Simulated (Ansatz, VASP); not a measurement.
# One calculation of BiMo, two programs

```
Mo Bi
1.0
     0.00000    3.15776    3.15776
     3.15776    0.00000    3.15776
     3.15776    3.15776    0.00000
Mo Bi
1 1
Direct
  0.00000 0.00000 0.00000
  0.25000 0.25000 0.25000
```

Alike in both runs: functional PBE; k mesh 11 × 11 × 11; occupations fermi-dirac, width 0.08 eV; no spin polarisation.

Ansatz relaxed the structure, and its values are those at the end. VASP's run is a single point on that final structure, the one shown.

```csv
,VASP,Ansatz
version,VASP 6.6.1,Ansatz 0.2.0
potentials or method,"VASP PAW PBE potentials, release 64 (Mo_sv, Bi_d)","PAW with Ansatz's default frozen-core files, scalar-relativistic"
plane-wave cutoff (eV),520,420
valence electrons in the cell,29,29
```

```csv
,VASP,Ansatz,Ansatz less VASP
pressure (GPa),0.0,0.0,-0.02
```

The functional is the same, so the differences come from potentials, cutoffs and numerics.
